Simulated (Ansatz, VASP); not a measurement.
# InP in two plane-wave programs, part 2 of 2

Wanted: the spread between two codes on one cell, functional and k mesh. The cell is taken from a series of runs on this material, whose earlier steps may have relaxed, scaled, displaced or heated it; both programs get it as it stands.

VASP 6.6.1 and Ansatz 0.2.0.

So far: The starting structure; VASP: relaxation of cell and atoms, PBE, spin-orbit coupling.

## 3. Ansatz: relaxation of cell and atoms, PBE, spin-orbit coupling

Level of this step: Ansatz beside VASP: Kohn-Sham DFT, plane waves, PBE, spin-orbit coupling (Ansatz).

Ansatz runs on its fully relativistic PAW (standard-fr) files.

The same cell, functional, mesh and smearing now go to Ansatz, which takes its cutoff from its data sets.

input.yaml

```yaml
crystal:
  lattice:
    - [0.0, 2.980034215, 2.980034215]
    - [2.980034215, 0.0, 2.980034215]
    - [2.980034215, 2.980034215, 0.0]
  atoms:
    - { symbol: In, position: [0.0, 0.0, 0.0] }
    - { symbol: P, position: [0.25, 0.25, 0.25] }
kpoints:
  mp_grid: { grid: [10, 10, 10] }
hamiltonian:
  xc: pbe
  pseudopotentials: { kind: paw_fr }
scf:
  occupations: { method: gaussian, width: 0.02 }
output:
  forces: true
  stress: true
  eigenvalues: true
magnetization:
  noncollinear: true
  spin_orbit: true
relax:
  adjacent_minimum: "off"
  f_tol: 0.001
  max_steps: 60
  cell: { stress_tol: 0.01 }
```

Command:

```console
> ansatz run input.yaml --threads 4 --pin off --max-ram 14336MiB --backend cpu --events-out ev --progress --plain --runs-dir out
```

Numbers of over 12 decimals in the logs are rounded to 6 here.

The program printed:

```text
Engine: ansatz 0.2.0, aarch64-unknown-linux-gnu
Pseudopotentials: kind: paw_fr
Pseudopotential: In, paw_fr, valence charge 13, recommended cutoff 420 eV (normal), In.paw.azcp#standard-fr
Pseudopotential: P, paw_fr, valence charge 5, recommended cutoff 420 eV (normal), P.paw.azcp#standard-fr
Functional definition: PBE
  parameter kappa = 0.804
  parameter beta = 0.066725
  exchange = pbe_x(kappa = kappa, mu = beta*pi^2/3)
  correlation = pbe_c(beta = beta)
non-collinear run that drives no moment, with spin-orbit: no starting moment large enough to seed its density (crystal.atoms[].spin), no starting occupations that ask for one, no magnetisation constraint and no magnetic field, so the semilocal B_xc is pinned to zero
Crystal: 2 atoms, lattice volume = 52.929 Å³
Basis set: ecut = 420 eV, 1037 PW (Γ), exchange–correlation on 60×60×60 points (8 copies of the dense FFT grid, shifted against one another)
Bands: 26, of which v1, the nominal top of the filled ones, is band 18 counted from 1 (17 counted from 0)
Symmetry: 24 space group operations + 24 with time reversal
Magnetic group: BNS 216.75 (UNI 1577), of the structure as read, at distance tolerance 3.8e-5 Å
k-points: 47 of 1000 (time reversal used)
Projection manifold: j_resolved (fully-relativistic pseudo-atomic orbitals)
Non-local potential: In, projectors of the file, l = 0: 2, l = 1: 4, l = 2: 4, l = 3: 4
Non-local potential: P, projectors of the file, l = 0: 2, l = 1: 4, l = 2: 4
PAW form: soft (Blöchl's): semilocal exchange-correlation on the pseudo side does not see the compensation charge
PAW one-centre angular grid: In, 590 points (default); XC on 64 Gauss nodes
PAW one-centre angular grid: P, 110 points (default); XC on 64 Gauss nodes
Initial density: superposition of atomic densities (chi_scale 0.1, normalization cell, long waves kept (reshape's long-wave potential 0.00 eV rms))
Initial wavefunctions: pseudopotential atomic-orbital guess
Functional: x = pbe(κ = 0.804, μ = 0.219515), c = pbe(β = 0.066725)
SCF iter   1: F=—  HF=-6356.138844 eV  |F-HF|=—  |Δ(HF+E_count)|=         —  Δρ=3.31e-2  dr2=8.28e-1  dr2_m=0.00e0 (ungated)  ethr=3.10e-3  |M|=0.00e0 ∫|m|=0.00e0 μB  |m|>n=0.0e0 m-floor=0.0e0 τ_xc=0.0e0  β_m=0.30  ⟨swp⟩=8.8  Hψ=7795  notcnv=0
preconditioner: auto → none  [insulator: Δε(μ)=0.697 eV  Ē_g=14.291 eV  σ=0.020 eV  W_gap=1.00  n_scr=14 (ndim 8)  ℏωp=21.7 eV  f_vac=0.000  D(μ)=0.00/eV (n_scr^D=0)  ε∞_Penn≈3.3]
SCF iter   2: F=—  HF=-6355.952439 eV  |F-HF|=—  |Δ(HF+E_count)|=   1.86e-1  Δρ=1.99e-2  dr2=1.81e-1  dr2_m=0.00e0 (ungated)  ethr=3.10e-3  |M|=0.00e0 ∫|m|=0.00e0 μB  |m|>n=0.0e0 m-floor=0.0e0 τ_xc=0.0e0  β_m=0.42  ⟨swp⟩=2.3  Hψ=1989  notcnv=0  defer=160
SCF iter   3: F=—  HF=-6355.932414 eV  |F-HF|=—  |Δ(HF+E_count)|=   2.00e-2  Δρ=7.60e-3  dr2=1.94e-2  dr2_m=0.00e0 (ungated)  ethr=1.01e-3  |M|=0.00e0 ∫|m|=0.00e0 μB  |m|>n=0.0e0 m-floor=0.0e0 τ_xc=0.0e0  β_m=0.57  ⟨swp⟩=2.3  Hψ=1515  notcnv=0  defer=160
SCF iter   4: F=—  HF=-6355.933470 eV  |F-HF|=—  |Δ(HF+E_count)|=   1.06e-3  Δρ=5.11e-4  dr2=7.41e-5  dr2_m=0.00e0 (ungated)  ethr=1.08e-4  |M|=0.00e0 ∫|m|=0.00e0 μB  |m|>n=0.0e0 m-floor=0.0e0 τ_xc=0.0e0  β_m=0.60  ⟨swp⟩=3.0  Hψ=1618  notcnv=0  defer=160
SCF iter   5: F=—  HF=-6355.933553 eV  |F-HF|=—  |Δ(HF+E_count)|=   8.29e-5  Δρ=1.72e-4  dr2=8.61e-6  dr2_m=0.00e0 (ungated)  ethr=4.12e-7  |M|=0.00e0 ∫|m|=0.00e0 μB  |m|>n=0.0e0 m-floor=0.0e0 τ_xc=0.0e0  β_m=0.77  ⟨swp⟩=3.1  Hψ=2483  notcnv=0  defer=160
SCF iter   6: F=—  HF=-6355.933560 eV  |F-HF|=—  |Δ(HF+E_count)|=   6.59e-6  Δρ=2.20e-5  dr2=5.03e-7  dr2_m=0.00e0 (ungated)  ethr=4.78e-8  |M|=0.00e0 ∫|m|=0.00e0 μB  |m|>n=0.0e0 m-floor=0.0e0 τ_xc=0.0e0  β_m=0.88  ⟨swp⟩=2.1  Hψ=1528  notcnv=0  defer=160
SCF iter   7: F=-6355.933560 eV  HF=-6355.933560 eV  |F-HF|=2.37e-8  |Δ(HF+E_count)|=   4.12e-8  Δρ=7.09e-6  dr2=2.61e-8  dr2_m=0.00e0 (ungated)  ethr=5.56e-10  |M|=0.00e0 ∫|m|=0.00e0 μB  |m|>n=0.0e0 m-floor=0.0e0 τ_xc=0.0e0  ⟨swp⟩=12.1  Hψ=6548  notcnv=0
SCF 1 converged in 7 iterations: F = -6355.933560 eV  dr2 = 2.61e-8
  greatest PAW one-centre occupation: 0.981 electrons in one spin orbital (limit 2), on the In atom at site 0 (counted from 0), in its partial waves of l = 2
relax step   1: F+E_penalty+E_count = -6355.93355958 eV  Δ(F+E_penalty+E_count) = +0.000e0 eV  max|allowed force component| = 2.359e-16 eV/Å  Δτ_max = 0.0000 Å  P = -0.086 GPa  Ω = 52.929 Å³  (7 SCF iters, dr2 threshold 1.00e-7 eV, accepted)
[...]
relax step   2: F+E_penalty+E_count = -6355.93359921 eV  Δ(F+E_penalty+E_count) = -3.963e-5 eV  max|allowed force component| = 8.442e-17 eV/Å  Δτ_max = 0.0000 Å  P = +0.016 GPa  Ω = 52.839 Å³  energy of the carried Pulay correction = +1.968e-5 eV  (4 SCF iters, dr2 threshold 1.85e-8 eV, accepted)
[...]
relax step   3: F+E_penalty+E_count = -6355.93359684 eV  Δ(F+E_penalty+E_count) = +2.371e-6 eV  max|allowed force component| = 6.361e-17 eV/Å  Δτ_max = 0.0000 Å  P = -0.000 GPa  Ω = 52.853 Å³  energy of the carried Pulay correction = +1.663e-5 eV  (4 SCF iters, dr2 threshold 6.22e-10 eV, accepted)
[...]
relax step   4: F+E_penalty+E_count = -6355.93358627 eV  Δ(F+E_penalty+E_count) = +1.057e-5 eV  max|allowed force component| = 7.170e-17 eV/Å  Δτ_max = 0.0000 Å  P = -0.000 GPa  Ω = 52.853 Å³  stress off target by 2.56e-4 GPa  SCF on the basis re-selected at this cell (its energy is not comparable with the rows above)  (9 SCF iters)
basis re-selected at this cell: Δ(F+E_penalty+E_count) = +1.057e-5 eV, ΔP = -0.000 GPa vs the last step (what re-selecting the basis moved, of the pressure what is left beyond the Pulay correction that the steps carried, after the strain that the cell walked since its last selection, with what the two solves' SCF thresholds leave and, on support functions, any second-order correction that the steps lacked; it is no m [...]
SCF converged after 9 iterations
Magnetization: |M| = 0.0000 μB,  M = (+0.0000, +0.0000, +0.0000) μB
Absolute magnetization: 0.0000 μB (∫|m|)
  site 0: m = (+0.0000, +0.0000, +0.0000) μB, |m| = 0.0000 μB  (R = 1.06 Å)
  site 1: m = (+0.0000, +0.0000, +0.0000) μB, |m| = 0.0000 μB  (R = 1.06 Å)
Free energy (F): -6355.933586 eV
Harris-Foulkes:  -6355.933586 eV  (|F-HF|=3.64e-12)
Internal energy: -6355.933586 eV  (E = F + TS)
E sigma→0 (E₀):  -6355.933586 eV
Fermi energy:    6.630902 eV
--- Per-component energies (eV) ---
  E_band       = -60.917842
  E_kinetic    = 312.283913
  E_local      = -1427.340415  (includes V_loc(G=0)·N_el)
  E_nonlocal   = 401.335189
  E_hartree    = 562.126163
  E_xc         = -276.091069
  E_vxc        = -159.118253  (∫ρ·V_xc dr)
  E_paw        = -4727.251380  (= ΣΔE_a)
  E_vpaw       = -312.330647  (= ΣTr[D̂ρ^β])
  E_aug_tail   = 0.000028  (compensation charges beyond the density's cutoff)
  E_ewald      = -1200.996015
  E_smearing   = -0.000000  (= −TS)
  E_closure    = -0.000000  (closes the sum)
  Σ components = -6355.933586   (vs F -6355.933586, Δ=0.00e0)
--- Forces (eV/Å), atoms counted from 1 ---
  atom   1  In     0.00000000    -0.00000000    -0.00000000
  atom   2  P     -0.00000000     0.00000000     0.00000000
  max |Σ_I F_I| component: 6.01e-17 eV/Å
--- Stress (GPa, compression-positive) ---
       -0.000256       0.000000       0.000000
        0.000000      -0.000256       0.000000
        0.000000       0.000000      -0.000256
  P = ⅓ Tr σ = -0.0003 GPa (-0.003 kbar)
--- Band table (eV; the first three rows and the last of 47) ---
  k-point 0: bands = [... 14 lower, 6.4200, 6.4200, 6.4200, 6.4200, 6.8412, 6.8412, 10.1716, 10.1716, ... 4 higher]
  k-point 1: bands = [... 14 lower, 6.2372, 6.2372, 6.3054, 6.3138, 7.6913, 7.6913, 10.3260, 10.3260, ... 4 higher]
  k-point 2: bands = [... 14 lower, 5.9686, 5.9686, 6.0497, 6.0621, 8.0643, 8.0643, 10.8080, 10.8080, ... 4 higher]
  k-point 46: bands = [... 14 lower, 3.6131, 3.6888, 3.7421, 3.7950, 10.1526, 10.1995, 10.2719, 10.2934, ... 4 higher]
--- Relaxed structure (3 steps of the walk, 3 accepted, 1 SCFs on fresh bases) ---
  F+E_penalty+E_count = -6355.93358627 eV   max|allowed force component| = 7.170e-17 eV/Å   (the final SCF, on the basis selected at the relaxed cell)
  cell:  # Å, volume = 52.8526 Å³
    - [0, 2.978599, 2.978599]
    - [2.978599, 0, 2.978599]
    - [2.978599, 2.978599, 0]
  atoms:
    - { symbol: In, position: [0, 0, 0] }
    - { symbol: P, position: [0.25, 0.25, 0.25] }
```

## 4. Differences

Known differences besides the potentials themselves: spin-orbit coupling enters by fully relativistic files in Ansatz and inside the spheres in VASP; the cutoff is 420 eV in Ansatz and 500 eV in VASP; Ansatz adds a Pulay correction to the stress that steers its cell, VASP none. Total energies have different zeros and are not compared.

Compared:

```
                                         quantity  Ansatz   VASP  difference
                                      volume (Å³)   52.85  52.83     +0.04 %
edge a after relaxation, in the typed setting (Å)   4.212  4.212     +0.01 %
```

## 5. What came out

* difference in volume (relaxation of cell and atoms, PBE, spin-orbit coupling): 0.038 %

The difference in volume is 0.038 % (relaxation of cell and atoms, PBE, spin-orbit coupling), within the 1.2 % picked in this series as the mark of a large difference, as far as the stopping tolerances let one tell. Such differences can come from data sets, numerical settings and the points named under the comparisons, not from the functional's error against experiment.

[Lines on the potential files, build, host, timing and source positions are cut from VASP's logs without a mark.]

[Logs are printed without paths, hosts, clocks, repeated set-up lines and the standing remarks that a program may print on its own settings, such as how far it seeks lower states.]

[Hosts, paths, dates, database ids (printed as entryN), source tags and the programs' standing remarks are cut or masked in the printed files.]
